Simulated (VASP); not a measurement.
```yaml
crystal:
  lattice:
    - [0.00000, 2.26975, 2.26975]
    - [2.26975, 0.00000, 2.26975]
    - [2.26975, 2.26975, 0.00000]
  atoms:
    - { symbol: Na, position: [0.00000, 0.00000, 0.00000] }
    - { symbol: F, position: [0.50000, 0.50000, 0.50000] }
```

The numbers are results of optB86b-vdW, VASP's PBE PAW potentials (set 64) (plane waves; VASP 6.6.1), not measurements. Run with 520 eV cut-off, 10×10×10 Γ-centred mesh, Gaussian smearing of 0.050 eV, potentials Na_pv F.

**Question.** Predict the energy per atom (σ→0), pressure, band gap (on the k-mesh) with the smallest direct gap where there is one.

**Answer.** 
| Item | Result |
|---|---|
| band gap (on the k-mesh) | 6.72 eV |
| smallest direct gap (on the k-mesh) | 6.72 eV |
| energy per atom (σ→0) | -2.299 eV/atom |
| pressure | 3.74 GPa |

The compound is NaF in the rock salt structure. This cell is one point of a volume scan, at 0.94 of the reference volume.
